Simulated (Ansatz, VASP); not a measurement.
# H2Pt (CdI2 type (invented)): VASP beside Ansatz, part 2 of 2

One calculation is typed for both programs; each brings its own data sets. How far apart do they land? The cell is generated by rule, not measured, and may not be a known phase. Of the first pair: The two relaxations start from unlike cells of this crystal (the structure described is Ansatz's start), so only their ends are compared.

VASP 6.6.1 and Ansatz 0.2.0.

So far: The starting structure; VASP: relaxation of cell and atoms, PBE with D3(BJ), pair 1; Ansatz: relaxation of cell and atoms, PBE with D3(BJ), pair 1; Side by side.

## 5. Ansatz: relaxation of cell and atoms, PBE with D3(BJ), pair 2

Level of this step: Ansatz beside VASP: Kohn-Sham DFT, plane waves, PBE with D3(BJ) (Ansatz).

The relaxed volume is the usual yardstick between codes: in a stiff, nearly cubic crystal its relative difference is about their pressure difference at one cell divided by the bulk modulus. Its start cell is another than that of the pair before, and may be another structure of the material.

The cell is taken from a series of runs on this material, whose earlier steps may have relaxed, scaled, displaced or heated it; both programs get it as it stands.

File input.yaml:

```yaml
crystal:
  lattice:
    - [2.8692807192, 2.724e-07, 0.0]
    - [-1.4346405955, 2.4848698572, 0.0]
    - [0.0, 0.0, 3.6507711962]
  atoms:
    - { symbol: Pt, position: [0.0, 0.0, 0.0] }
    - { symbol: H, position: [0.3333333333, 0.6666666667, 0.2303770196] }
    - { symbol: H, position: [0.6666666667, 0.3333333333, 0.7696229804] }
kpoints:
  mp_grid: { grid: [18, 18, 12] }
hamiltonian:
  xc: pbe
  dispersion: d3bj
scf:
  occupations: { method: gaussian, width: 0.1 }
output:
  forces: true
  stress: true
  eigenvalues: true
  write_density: true
  write_potential: true
  elf: true
  volumetric_format: npy
relax:
  adjacent_minimum: "off"
  f_tol: 0.005
  max_steps: 80
  cell: { stress_tol: 0.05 }
```

Command:

```
> ansatz run input.yaml --threads 2 --pin off --max-ram 5120MiB --backend cpu --events-out ev --progress --plain --runs-dir out
```

Numbers of over 12 decimals in the logs are rounded to 6 here.

Output:

```text
[...]
Crystal: 3 atoms, lattice volume = 26.029 Å³
Basis set: ecut = 420 eV, 517 PW (Γ), exchange–correlation on 40×40×50 points (8 copies of the dense FFT grid, shifted against one another)
Bands: 14, of which v1, the nominal top of the filled ones, is band 10 counted from 1 (9 counted from 0)
Symmetry: 12 space group operations
[...]
k-points: 394 of 3888
[...]
--- Relaxed structure (4 steps of the walk, 4 accepted, 1 SCFs on fresh bases) ---
[...]
cell:  # Å, volume = 26.0097 Å³
    - [2.873304, 2.727788798223425e-7, 0]
    - [-1.436652, 2.488354, 0]
    - [0, 0, 3.637821]
  atoms:
    - { symbol: Pt, position: [0, 0, 0] }
    - { symbol: H, position: [0.333333, 0.666667, 0.229134] }
    - { symbol: H, position: [0.666667, 0.333333, 0.770866] }
[key lines of the parts left out:]
SCF converged after 8 iterations
Free energy (F): -12555.076243 eV
Fermi energy:    13.788242 eV
P = ⅓ Tr σ = -0.0012 GPa (-0.012 kbar)
```

## 6. VASP: relaxation of cell and atoms, PBE with D3(BJ), pair 2

The same cell, functional, mesh and smearing now go to VASP, with its own data sets.

File INCAR:

```
SYSTEM = H2Pt
PREC = Accurate
ENCUT = 500
EDIFF = 1E-07
NELM = 120
ISMEAR = 0
SIGMA = 0.1
LREAL = .FALSE.
ALGO = Normal
GGA = PE
IVDW = 12
NBANDS = 12
LASPH = .TRUE.
LORBIT = 11
LWAVE = .FALSE.
LCHARG = .FALSE.
ISIF = 3
IBRION = 2
NSW = 80
EDIFFG = -0.005
GGA_COMPAT = .FALSE.
NELMIN = 4
```

File POSCAR:

```
H2Pt
1.0
    2.8692810000      0.0000000000      0.0000000000
   -1.4346410000      2.4848700000      0.0000000000
    0.0000000000      0.0000000000      3.6507710000
Pt H
1 2
Direct
    0.0000000000      0.0000000000      0.0000000000
    0.3333334495      0.6666666667      0.2303770902
    0.6666665505      0.3333333333      0.7696229098
```

File KPOINTS:

```
Automatic mesh
0
Gamma
18 18 12
0 0 0
```

Potentials, in the order of the species: Pt and H (PBE family, release 64).

Command:

```
> mpirun -np 1 vasp_std
```

Output:

```text
[... set-up lines as in an earlier step ...]
 entering main loop
       N       E                     dE             d eps       ncg     rms          rms(c)
DAV:   1     0.422389227860E+02    0.42239E+02   -0.57867E+03  9772   0.864E+02
DAV:   2    -0.119476859594E+02   -0.54187E+02   -0.50255E+02 10936   0.178E+02
DAV:   3    -0.129896427081E+02   -0.10420E+01   -0.10365E+01 11268   0.242E+01
DAV:   4    -0.129953221593E+02   -0.56795E-02   -0.56790E-02 10636   0.199E+00
[...]
DAV:  11    -0.124341824520E+02   -0.51899E-06   -0.13245E-06 10872   0.893E-03    0.528E-03
DAV:  12    -0.124341823452E+02    0.10684E-06   -0.50784E-07 10208   0.526E-03    0.757E-04
DAV:  13    -0.124341823690E+02   -0.23822E-07   -0.47666E-09  5256   0.525E-04
   1 F= -.13187083E+02 E0= -.13186112E+02  d E =-.131871E+02
[... from here on, the cycles between the ionic steps are left out ...]
   2 F= -.13187145E+02 E0= -.13186168E+02  d E =-.623492E-04
   3 F= -.13187188E+02 E0= -.13186203E+02  d E =-.104780E-03
   4 F= -.13187229E+02 E0= -.13186236E+02  d E =-.414724E-04
   5 F= -.13187269E+02 E0= -.13186260E+02  d E =-.818654E-04
   6 F= -.13187284E+02 E0= -.13186271E+02  d E =-.146238E-04
   7 F= -.13187293E+02 E0= -.13186275E+02  d E =-.234308E-04
   8 F= -.13187297E+02 E0= -.13186281E+02  d E =-.449621E-05
   9 F= -.13187307E+02 E0= -.13186293E+02  d E =-.143555E-04
[...]
reached required accuracy - stopping structural energy minimisation
```

Parts of OUTCAR (step 6):

```text
 Edisp (eV)   -0.75671

 Edisp (eV)   -0.75717

  Total       0.00132     0.00132     0.00062    -0.00000    -0.00000    -0.00000
  in kB       0.08175     0.08175     0.03806    -0.00000    -0.00000    -0.00000
  external pressure =        0.07 kB  Pullay stress =        0.00 kB

 POSITION                                       TOTAL-FORCE (eV/Angst)
 -----------------------------------------------------------------------------------
     -1.43605      2.48731      0.00000        -0.000000      0.000000      0.000000
     -0.00000      1.65821      0.83477         0.000000      0.000000      0.003708
      1.43605      0.82910      2.79043        -0.000000     -0.000000     -0.003708
 -----------------------------------------------------------------------------------
    total drift:                               -0.000000      0.000000     -0.000000

  FREE ENERGIE OF THE ION-ELECTRON SYSTEM (eV)
  ---------------------------------------------------
  free  energy   TOTEN  =       -13.1873072746 eV

  energy  without entropy=      -13.1852795247  energy(sigma->0) =      -13.18629340

[... 1 part as in an earlier step ...]

[... 3 further parts left out ...]
[key lines of the parts left out:]
E-fermi :   6.6080
```

## 7. Differences

What differs besides the data sets and the points named for the pairs above, as far as they apply: the data sets hold 20 valence electrons in Ansatz (on its default PAW (the set named soft_2) files) and 12 in VASP. Total energies have different zeros and are not compared.

Both answers:

```csv
quantity,Ansatz,VASP,difference
volume (Å³),26.01,25.90,+0.43 %
"edge a after relaxation, in the typed setting (Å)",2.873,2.872,+0.04 %
"edge c after relaxation, in the typed setting (Å)",3.638,3.625,+0.35 %
```

## 8. What came out

| Item | Value |
| --- | --- |
| difference in edge c after relaxation, in the typed setting (relaxation of cell and atoms, PBE with D3(BJ), pair 1) | 1.2 % |
| difference in volume (relaxation of cell and atoms, PBE with D3(BJ), pair 2) | 0.43 % |

The difference in edge c after relaxation, in the typed setting is 1.2 % (relaxation of cell and atoms, PBE with D3(BJ), pair 1), at about the 1.2 % picked in this series as the mark of a large difference, as far as the stopping tolerances let one tell. The data sets hold unlike numbers of valence electrons (20 in Ansatz and 12 in VASP), so part of the differences comes from the potentials. Such differences can come from data sets, numerical settings and the points named under the comparisons, not from the functional's error against experiment.

[Lines on the potential files, build, host, timing and source positions are cut from VASP's logs without a mark.]

[Logs are printed without paths, hosts, clocks, repeated set-up lines and the standing remarks that a program may print on its own settings, such as how far it seeks lower states.]

[Hosts, paths, dates, database ids (printed as entryN), source tags and the programs' standing remarks are cut or masked in the printed files.]
